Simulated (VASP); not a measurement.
## TiC: energy against strain

TiC (rock salt, Fm-3m, 9.692 Å³/atom and stress up to 0.08 GPa in the relaxed cell, cube axes along x, y and z) under an equal strain ε along x and y, with z held. LDA in VASP (plane waves, PAW), 600 eV, 18×18×18 Γ-centred mesh, Methfessel-Paxton smearing 0.10 eV; ions are relaxed, or left where forces stay under 0.02 eV/Å, within the symmetry of each cell.

Here s stands for strain and y for E less E0.

| strain (%) | E less E0 (meV/atom) |
|---|---|
| -1.50 | 10.49 |
| -1.00 | 4.65 |
| -0.50 | 1.19 |
| 0.00 | 0.00 |
| 0.50 | 0.98 |
| 1.00 | 4.02 |
| 1.50 | 9.01 |
| 3.00 | ? |

Q: Fit y against s with a parabola, and predict the withheld value at s = 3.00.

A: Least squares gives y = 0.001 - 0.4221·s + 4.3329·s². Residuals (row less fit): 0.107, -0.106, -0.105, -0.001, 0.107, 0.108, -0.107; standard error 0.131 (degrees of freedom: 4). Twice the quadratic coefficient over the volume, 2 × 4.3329 meV × 10⁴ × 0.1602 / 9.692 Å³, is the elastic constants 2(C11 + C12) = about 1400 GPa. At the withheld row, y = 0.001 - 0.4221 × 3.0 + 4.3329 × 3.0² = 37.731 meV/atom. The calculation gives 34.70 meV/atom, 3.031 meV/atom below the prediction (8.7 % of the range of y in the table). The row lies outside the fitted rows, so this is an extrapolation. From the scatter of the fitted rows alone, a prediction at this place has a standard error of 0.500 meV/atom, so the miss is 6.1 times that.

A polynomial of degree 3 through the 12 other runs of the series gives 34.64 there, so most of the miss is curvature that the fit leaves out. In a metal these values are sensitive to mesh and smearing; energies are taken to zero smearing, stresses follow the free energy. The runs aren't spin-polarised. Rows are the converged runs of the series near zero and its far end; series whose fitted rows scatter by over a few per cent of the range, as at a crossing or softening among them, aren't shown in this form, nor equations of state whose B0' disagrees with the runs' pressures. Most that stay on the fit to the last digits aren't either.
